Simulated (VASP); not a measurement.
```
Mg2Si
1.0
    0.00000     3.19925     3.19925
    3.19925     0.00000     3.19925
    3.19925     3.19925     0.00000
Mg Si
2 1
Direct
  0.25000   0.25000   0.25000
  0.75000   0.75000   0.75000
  0.00000   0.00000   0.00000
```

All values below come from vdW-DF2, VASP's PBE PAW potentials (set 64) (plane waves; VASP). Settings: 520 eV cut-off, 7×7×7 Γ-centred mesh, tetrahedra with Blöchl corrections, potentials Mg Si.

### Question
Estimate the energy per atom (σ→0).

### Answer

```yaml
energy per atom (σ→0): -1.230 eV/atom
```

Total energies compare only between runs with the same potentials, cut-off and functional.

The compound is Mg2Si in the antifluorite structure. It was relaxed first.
